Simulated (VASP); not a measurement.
Cost and result of VASP (PAW) for the bulk modulus of ZrB2 (AlB2 type). Static lattice, third-order Birch-Murnaghan fit over five volumes. The cost counts the five points of the equation of state, each on the mesh and cut-off of its row, so the ratios hold those differences too. With PBE it took about 70 core-seconds. The timings are rough (shared machines, no repeats); factors under 2 mean little.

| level | k-mesh | cut-off (eV) | bulk modulus (GPa) | cost over PBE |
|---|---|---|---|---|
| LDA | 11×11×9 | 520 | 260 | within a factor of 2 |
| PBEsol | 11×11×9 | 520 | 250 | within a factor of 2 |
| PBE | 11×11×9 | 520 | 238 | reference |
| r2SCAN | 11×11×9 | 520 | 242 | about 5 times |
| SCAN | 11×11×9 | 520 | ? | ? |

**Question.** What belongs in the gaps?

**Answer.** 
- SCAN, bulk modulus (GPa): 245
- SCAN, cost over PBE: about 7 times

Left out are levels that failed, ran on another kind of processor or have no fit band path; at most nine are shown.

The compound is ZrB2 in the AlB2 type structure.
